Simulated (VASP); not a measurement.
Given:

```
MoSi2
1.0
   -1.60500     1.60500     3.92500
    1.60500    -1.60500     3.92500
    1.60500     1.60500    -3.92500
Si Mo
2 1
Cartesian
 -0.05683  -0.09006   5.24491
 -0.00721   0.04294   2.67989
  0.06404   0.04712  -0.07480
```

Computed with PBEsol GGA, VASP's PBE PAW potentials (set 64) (plane waves; VASP 6.6.1). Numerical set-up: 300 eV cut-off, 8×8×10 Γ-centred mesh shifted by (0.5, 0.5, 0.5), Gaussian smearing of 0.27 eV, potentials Si Mo_sv.

At this cut-off the stress carries a Pulay error, which pulls relaxed volumes low.

The ions, cell shape and volume are relaxed. Predict the relaxed structure.

```
MoSi2
1.0
   -1.59476     1.59478     3.91113
    1.59489    -1.59483     3.91115
    1.59502     1.59506    -3.91112
Si Mo
2 1
Cartesian
  1.59496   1.59512   1.29072
  1.59510   1.59498  -1.29074
 -1.59464   1.59476   3.91119
```
Space group I4/mmm (139), at a tolerance of 0.03 Å.

How do energy and volume change from the first to the last step?

The energy (σ→0) changes by -63.0 meV/atom and the volume by -1.6 %, in 13 ionic steps.

The structure is a typed MoSi2 crystal. In the starting cell atoms are displaced from their ideal sites. This run relaxes it. The run is one of a series of settings (EDIFFG = -0.01, IBRION = 2, ISIF = 3, NSW = 50 against the base run), some of them coarse on purpose.
